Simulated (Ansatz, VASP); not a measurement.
Li16SO7 (a cell with a defect): VASP beside Ansatz

File POSCAR:

```
Li16SO7
1.0
    0.0000000000      4.6100000000      4.6100000000
    4.6100000000      0.0000000000      4.6100000000
    4.6100000000      4.6100000000      0.0000000000
Li S O
16 1 7
Direct
    0.1356771976      0.1356771976      0.1356771976
    0.1356771976      0.1356771976      0.5929684071
    0.1356771976      0.5929684071      0.1356771976
    0.1327988208      0.6224003931      0.6224003931
    0.5929684071      0.1356771976      0.1356771976
    0.6224003931      0.1327988208      0.6224003931
    0.6224003931      0.6224003931      0.1327988208
    0.6224003931      0.6224003931      0.6224003931
    0.3775996069      0.3775996069      0.3775996069
    0.3775996069      0.3775996069      0.8672011792
    0.3775996069      0.8672011792      0.3775996069
    0.4070315929      0.8643228024      0.8643228024
    0.8672011792      0.3775996069      0.3775996069
    0.8643228024      0.4070315929      0.8643228024
    0.8643228024      0.8643228024      0.4070315929
    0.8643228024      0.8643228024      0.8643228024
    0.0000000000      0.0000000000      0.0000000000
    0.0000000000      0.0000000000      0.5000000000
    0.0000000000      0.5000000000      0.0000000000
    0.0000000000      0.5000000000      0.5000000000
    0.5000000000      0.0000000000      0.0000000000
    0.5000000000      0.0000000000      0.5000000000
    0.5000000000      0.5000000000      0.0000000000
    0.5000000000      0.5000000000      0.5000000000
```

Contents of INCAR.step1:

```
PREC = Accurate
ENCUT = 520
ISMEAR = -1
SIGMA = 0.01
LREAL = Auto
LASPH = True
NELM = 100
NBANDS = 66
GGA = PE
ALGO = Normal
EDIFF = 1E-4
LWAVE = True
LCHARG = False
```

File INCAR.step2:

```
PREC = Accurate
ENCUT = 520
EDIFF = 1E-8
ISMEAR = -1
SIGMA = 0.01
LREAL = Auto
LASPH = True
NELM = 100
ALGO = Normal
ISIF = 2
LWAVE = False
LCHARG = False
METAGGA = R2SCAN
LMIXTAU = True
LEFG = True
NBANDS = 66
ISTART = 1
```

KPOINTS

```
regular mesh
0
Gamma
  4 4 4
```

Input for Ansatz:

```yaml
crystal:
  lattice:
    - [0.0, 4.61, 4.61]
    - [4.61, 0.0, 4.61]
    - [4.61, 4.61, 0.0]
  atoms:
    - { symbol: Li, position: [0.1356771976, 0.1356771976, 0.1356771976] }
    - { symbol: Li, position: [0.1356771976, 0.1356771976, 0.5929684071] }
    - { symbol: Li, position: [0.1356771976, 0.5929684071, 0.1356771976] }
    - { symbol: Li, position: [0.1327988208, 0.6224003931, 0.6224003931] }
    - { symbol: Li, position: [0.5929684071, 0.1356771976, 0.1356771976] }
    - { symbol: Li, position: [0.6224003931, 0.1327988208, 0.6224003931] }
    - { symbol: Li, position: [0.6224003931, 0.6224003931, 0.1327988208] }
    - { symbol: Li, position: [0.6224003931, 0.6224003931, 0.6224003931] }
    - { symbol: Li, position: [0.3775996069, 0.3775996069, 0.3775996069] }
    - { symbol: Li, position: [0.3775996069, 0.3775996069, 0.8672011792] }
    - { symbol: Li, position: [0.3775996069, 0.8672011792, 0.3775996069] }
    - { symbol: Li, position: [0.4070315929, 0.8643228024, 0.8643228024] }
    - { symbol: Li, position: [0.8672011792, 0.3775996069, 0.3775996069] }
    - { symbol: Li, position: [0.8643228024, 0.4070315929, 0.8643228024] }
    - { symbol: Li, position: [0.8643228024, 0.8643228024, 0.4070315929] }
    - { symbol: Li, position: [0.8643228024, 0.8643228024, 0.8643228024] }
    - { symbol: S, position: [0.0, 0.0, 0.0] }
    - { symbol: O, position: [0.0, 0.0, 0.5] }
    - { symbol: O, position: [0.0, 0.5, 0.0] }
    - { symbol: O, position: [0.0, 0.5, 0.5] }
    - { symbol: O, position: [0.5, 0.0, 0.0] }
    - { symbol: O, position: [0.5, 0.0, 0.5] }
    - { symbol: O, position: [0.5, 0.5, 0.0] }
    - { symbol: O, position: [0.5, 0.5, 0.5] }
kpoints:
  mp_grid: { grid: [4, 4, 4] }
scf:
  occupations: { method: fermi_dirac, width: 0.01 }
hamiltonian:
  xc: r2scan
  pseudopotentials: { kind: paw }
output:
  forces: true
  stress: true
  populations: true
  efg:
    quadrupole_moments_barn: { Li: -0.0401, S: -0.0694, O: -0.02558 }
    contact_densities: true
  write_density: true
  write_potential: true
  elf: true
  volumetric_format: npy
```

Alike in both runs: task electric field gradients; functional r2SCAN; k mesh 4 × 4 × 4; occupations fermi-dirac, width 0.01 eV; no spin polarisation.

|  | VASP | Ansatz |
| --- | --- | --- |
| version | VASP 6.6.1 | Ansatz 0.2.0 |
| potentials or method | VASP PAW PBE potentials, release 64 (Li_sv, S, O) | plane-wave PAW, scalar-relativistic |
| plane-wave cutoff (eV) | 520 | 500 |
| valence electrons in the cell | 96 | 96 |

Ansatz gave:

```
gap on the k mesh at the Fermi level (eV)                      : 4.53
rms of the force components (eV/Å)                             : 0.007
Vzz of the field gradient on the site that differs most (V/Å²) : -23.5
```

Q: What did VASP give for the same quantities?

A: gap on the k mesh at the Fermi level (eV): 4.53; rms of the force components (eV/Å): 0.004; Vzz of the field gradient on the site that differs most (V/Å²): -23.9.

Atom by atom the forces differ by 0.004 eV/Å (rms over components). The functional is the same, so the differences come from potentials, cutoffs and numerics.

Caveats: the PAW data sets were made with another functional, which shifts forces and pressure a little (VASP). r2SCAN opens gaps a little over a GGA but as a rule still falls short of measured ones.
